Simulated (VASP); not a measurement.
Computed with PBE GGA, VASP's PBE PAW potentials (set 64) (plane waves; VASP 6.6.1).

A VASP calculation is set up with these files.

### INCAR
```
# general
SYSTEM =FeO
PREC   =Accurate
ENCUT  =400   # plane-wave cut-off (eV)
LREAL  =F   # projection in real space or not
LASPH  =T   # aspherical one-centre terms

# electronic loop
EDIFF  =1E-03
NELM   =100   # most electronic steps
ALGO   =Normal
LMAXMIX=4

# smearing
ISMEAR =1
SIGMA  =0.5   # width (eV)

# functional
GGA    =PE

# spin
ISPIN  =2   # spin-polarised

# ions
IBRION =2
NSW    =50   # most ionic steps
ISIF   =3   # ions, shape and volume
EDIFFG =-0.01   # ionic stop

# output
LWAVE  =F
LCHARG =F
LORBIT =11   # lm-projected
```

KPOINTS:
```
Automatic mesh
0
Gamma
4 4 4
0.5 0.5 0.5
```

POSCAR:
```
FeO
1
    0.0000000000     2.1491170000     2.1491170000
    2.1491170000     0.0000000000     2.1491170000
    2.1491170000     2.1491170000     0.0000000000
Fe O
1 1
Direct
  0.0000000000   0.0000000000   0.0000000000
  0.5000000000   0.5000000000   0.5000000000
```

POTCAR, in this order: Fe O (PBE.64 set). Program: vasp_std. The INCAR's line for the spin-polarised start is left out here.

Q: What will the output report for the number of irreducible k-points (NKPTS), largest plane-wave count, number of space-group operations, FFT grid (NGX, NGY, NGZ)?

A: 
```json
{
 "number of irreducible k-points (NKPTS)": "10",
 "largest_plane_wave_count": "365",
 "number_of_space_group_operations": "48",
 "FFT grid (NGX, NGY, NGZ)": "20 × 20 × 20"
}
```

The structure comes from a computed database's FeO entry; how it stands against other phases isn't given here. This run relaxes it. Symmetry was kept, so distortions that lower it aren't found. The k-mesh is coarse (spacing up to 0.64 per Å, 2π included), so the numbers may not be converged in it. The run is one of a series of settings (EDIFF = 1E-03, EDIFFG = -0.01, IBRION = 2, ISIF = 3, ISMEAR = 1, NSW = 50, SIGMA = 0.5, KPOINTS 4×4×4 Γ-centred mesh shifted by (0.5, 0.5, 0.5) against the base run), some of them coarse on purpose.
